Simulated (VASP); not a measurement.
Level of theory: LDA (Ceperley-Alder, Perdew-Zunger), VASP's LDA PAW potentials (set 64) (plane waves; VASP).

The input files of a VASP run:

**INCAR**
```
LASPH=.True.
ENCUT=300
LREAL=.False.   ! projection in real space or not
NELM=100
EDIFF=1E-6   ! SCF stop (eV)
ALGO=Normal   ! blocked Davidson
LCHARG=.False.
LWAVE=.False.
ISIF=2   ! forces and stress, cell fixed
SYSTEM=SnTe
LMAXMIX=4   ! l cut-off of mixed one-centre charges
SIGMA=0.01
PREC=Accurate
ISMEAR=-1   ! Fermi-Dirac
```

### KPOINTS
```
Automatic mesh
0
Gamma
5 5 5
0 0 0
```

File POSCAR:
```
SnTe
1
    0.0000000000     3.0936400000     3.0936400000
    3.0936400000     0.0000000000     3.0936400000
    3.0936400000     3.0936400000     0.0000000000
Sn Te
1 1
Direct
  0.0000000000   0.0000000000   0.0000000000
  0.5000000000   0.5000000000   0.5000000000
```

POTCAR, in this order: Sn_d Te (LDA.64 set). Program: vasp_std.

Output of the run:

File OSZICAR:
```
       N       E                     dE             d eps       ncg     rms          rms(c)
DAV:   1     0.105675978422E+03    0.10568E+03   -0.73879E+03   286   0.124E+03
DAV:   2     0.327424115418E+00   -0.10535E+03   -0.10421E+03   286   0.299E+02
DAV:   3    -0.867634561259E+01   -0.90038E+01   -0.89905E+01   388   0.893E+01
DAV:   4    -0.887806503152E+01   -0.20172E+00   -0.20169E+00   320   0.143E+01
DAV:   5    -0.888587514807E+01   -0.78101E-02   -0.78101E-02   420   0.258E+00    0.583E+00
DAV:   6    -0.884021008399E+01    0.45665E-01   -0.93319E-02   398   0.243E+00    0.368E+00
DAV:   7    -0.883544117494E+01    0.47689E-02   -0.37676E-02   348   0.115E+00    0.578E-01
DAV:   8    -0.883437339393E+01    0.10678E-02   -0.70352E-03   322   0.742E-01    0.158E-01
DAV:   9    -0.883439942564E+01   -0.26032E-04   -0.42148E-04   322   0.200E-01    0.410E-02
DAV:  10    -0.883439571332E+01    0.37123E-05   -0.28250E-05   372   0.496E-02    0.275E-02
DAV:  11    -0.883439589100E+01   -0.17767E-06   -0.10519E-05   340   0.327E-02    0.586E-03
DAV:  12    -0.883439550440E+01    0.38660E-06   -0.12775E-06   152   0.118E-02
   1 F= -.88343955E+01 E0= -.88343955E+01  d E =-.142159E-13
```

File OUTCAR:
```
------------------------ aborting loop because EDIFF is reached ----------------------------------------
  FORCE on cell =-STRESS in cart. coord.  units (eV):
  Direction    XX          YY          ZZ          XY          YZ          ZX
  --------------------------------------------------------------------------------------
  Total        0.3397735      0.3397735      0.3397735      0.0000000      0.0000000      0.0000000
  in kB        9.1930756      9.1930756      9.1930756      0.0000000      0.0000000      0.0000000
  external PRESSURE =       9.1930756 kB  Pullay stress =       0.0000000 kB
  volume of cell :       59.22
      direct lattice vectors                 reciprocal lattice vectors
     0.000000000  3.093640000  3.093640000    -0.161621908  0.161621908  0.161621908
     3.093640000  0.000000000  3.093640000     0.161621908 -0.161621908  0.161621908
     3.093640000  3.093640000  0.000000000     0.161621908  0.161621908 -0.161621908
 POSITION                                       TOTAL-FORCE (eV/Angst)
 -----------------------------------------------------------------------------------
      0.00000      0.00000      0.00000        -0.000000      0.000000      0.000000
      3.09364      3.09364      3.09364         0.000000      0.000000      0.000000
 -----------------------------------------------------------------------------------
    total drift:                               -0.000000      0.000000      0.000000
  FREE ENERGIE OF THE ION-ELECTRON SYSTEM (eV)
  ---------------------------------------------------
  free  energy   TOTEN  =        -8.8343955044 eV

  energy  without entropy=       -8.8343955044  energy(sigma->0) =       -8.83439550
```
(Selected blocks of OUTCAR.)

At this cut-off the stress carries a Pulay error, which pulls relaxed volumes low.

The structure is a typed SnTe crystal (Fm-3m). The cell was not relaxed at this level. The run is one of a series of settings (GGA removed, POTCAR Sn_d Te (LDA.64 set) against the base run), some of them coarse on purpose.
